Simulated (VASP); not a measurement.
Consider the following.

```
RuSe
1.0
    2.99376     0.00000     0.00000
    0.00000     2.99376     0.00000
    0.00000     0.00000     2.99376
Ru Se
1 1
Direct
  0.00000   0.00000   0.00000
  0.50000   0.50000   0.50000
```
Cell charge +0.1.

Method: PBE GGA, VASP's PBE PAW potentials (set 64) (plane waves; VASP 6.6.1). Numerical set-up: NELECT = 19.9, 400 eV cut-off, 8×8×8 Γ-centred mesh, Gaussian smearing of 0.050 eV, potentials Ru_pv Se.

The cell is charged, with a uniform compensating background.

Predict the energy per atom (σ→0), pressure, band gap (on the k-mesh) with the smallest direct gap where there is one.

- band gap (on the k-mesh): none (metal, semimetal or under 0.01 eV)
- energy per atom (σ→0): -6.546 eV/atom
- pressure: 21.47 GPa

The absolute energy has meaning only against runs of the same code, potentials and settings.

The structure was generated: RuSe was put into the CsCl type (Pm-3m), which need not be its known phase. The cell was not relaxed at this level. The run is one of a series of settings (NELECT = 19.9 against the base run), some of them coarse on purpose.
